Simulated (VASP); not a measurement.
Output of a VASP run:

File OSZICAR:
```
       N       E                     dE             d eps       ncg     rms          rms(c)
DAV:   1     0.701029742762E+02    0.70103E+02   -0.82014E+03   910   0.140E+03
DAV:   2    -0.439978917921E+02   -0.11410E+03   -0.11152E+03   955   0.318E+02
DAV:   3    -0.516426922943E+02   -0.76448E+01   -0.75813E+01  1185   0.900E+01
DAV:   4    -0.518625701866E+02   -0.21988E+00   -0.21981E+00  1214   0.173E+01
DAV:   5    -0.518679177349E+02   -0.53475E-02   -0.53474E-02  1231   0.220E+00    0.513E+00
DAV:   6    -0.488164696732E+02    0.30514E+01   -0.17025E+00  1085   0.287E+01    0.278E+00
DAV:   7    -0.486640997013E+02    0.15237E+00   -0.51042E-01   925   0.105E+01    0.140E+00
DAV:   8    -0.488369722355E+02   -0.17287E+00   -0.38278E-01   915   0.680E+00    0.976E-01
DAV:   9    -0.487424285427E+02    0.94544E-01   -0.41803E-02   950   0.278E+00    0.658E-01
DAV:  10    -0.487558110314E+02   -0.13382E-01   -0.87975E-03   980   0.108E+00    0.104E+00
DAV:  11    -0.487640128293E+02   -0.82018E-02   -0.33540E-02   918   0.167E+00    0.379E-01
DAV:  12    -0.487662232381E+02   -0.22104E-02   -0.66612E-03  1070   0.560E-01    0.257E-01
DAV:  13    -0.487668594693E+02   -0.63623E-03   -0.42872E-04   965   0.186E-01    0.306E-01
DAV:  14    -0.487666850371E+02    0.17443E-03   -0.61143E-05   960   0.590E-02    0.325E-01
DAV:  15    -0.487664034059E+02    0.28163E-03   -0.11918E-04   935   0.102E-01    0.378E-01
DAV:  16    -0.487606367081E+02    0.57667E-02   -0.17250E-02   920   0.169E+00    0.162E+00
DAV:  17    -0.487665303692E+02   -0.58937E-02   -0.74287E-03   910   0.857E-01    0.526E-01
DAV:  18    -0.487666567333E+02   -0.12636E-03   -0.37472E-04  1010   0.224E-01    0.182E-01
DAV:  19    -0.487666469329E+02    0.98003E-05   -0.71773E-05   910   0.123E-01    0.189E-02
DAV:  20    -0.487666777777E+02   -0.30845E-04   -0.27275E-05   910   0.737E-02    0.243E-02
DAV:  21    -0.487666748032E+02    0.29745E-05   -0.24074E-05   918   0.734E-02    0.160E-02
DAV:  22    -0.487666842301E+02   -0.94269E-05   -0.69459E-06   920   0.304E-02    0.168E-02
DAV:  23    -0.487666837952E+02    0.43485E-06   -0.70043E-07   630   0.781E-03
   1 F= -.48766684E+02 E0= -.48766683E+02  d E =-.487667E+02
```

### OUTCAR
```
------------------------ aborting loop because EDIFF is reached ----------------------------------------
  FORCE on cell =-STRESS in cart. coord.  units (eV):
  Direction    XX          YY          ZZ          XY          YZ          ZX
  --------------------------------------------------------------------------------------
  Total       -0.0116571     -0.0116571     -0.0116571      0.0000000      0.0000000      0.0000000
  in kB       -0.2649251     -0.2649251     -0.2649251      0.0000000      0.0000000      0.0000000
  external PRESSURE =      -0.2649251 kB  Pullay stress =       0.0000000 kB
  volume of cell :       70.50
      direct lattice vectors                 reciprocal lattice vectors
     0.000000000  3.278809154  3.278809154    -0.152494389  0.152494389  0.152494389
     3.278809154  0.000000000  3.278809154     0.152494389 -0.152494389  0.152494389
     3.278809154  3.278809154  0.000000000     0.152494389  0.152494389 -0.152494389
  FREE ENERGIE OF THE ION-ELECTRON SYSTEM (eV)
  ---------------------------------------------------
  free  energy   TOTEN  =       -48.7666837952 eV

  energy  without entropy=      -48.7666807048  energy(sigma->0) =      -48.76668277

 reached required accuracy - stopping structural energy minimisation
```
(Selected blocks of OUTCAR.)

**POSCAR**
```
InSb
1
    0.0000000000     3.2788091544     3.2788091544
    3.2788091544     0.0000000000     3.2788091544
    3.2788091544     3.2788091544     0.0000000000
In Sb
1 1
Direct
  0.0000000000   0.0000000000   0.0000000000
  0.2500000000   0.2500000000   0.2500000000
```

**Question.** Reconstruct the remaining input files.

**Answer.** One answer among several that fit: the input of the run itself, r2SCAN meta-GGA, plane waves, VASP's PBE PAW potentials (set 64).

**INCAR**
```
! general
SYSTEM  = InSb
PREC    = Accurate
ENCUT   = 520
LREAL   = .FALSE.
LASPH   = .TRUE.

! electronic loop
EDIFF   = 1E-6
NELM    = 100
ALGO    = Normal
LMAXMIX = 4
LMIXTAU = .TRUE.

! smearing
ISMEAR  = 1
SIGMA   = 0.1

! functional
METAGGA = R2SCAN

! ions
IBRION  = 2
NSW     = 60
ISIF    = 3
EDIFFG  = -0.01

! output
LWAVE   = .FALSE.
LCHARG  = .FALSE.
```

**KPOINTS**
```
K-points
0
gamma
  9 9 9
```

POTCAR, in this order: In_d Sb (PBE.64 set). Program: vasp_std.

The compound is InSb in the zinc blende structure. It was relaxed first. The start is the result of an earlier pass.
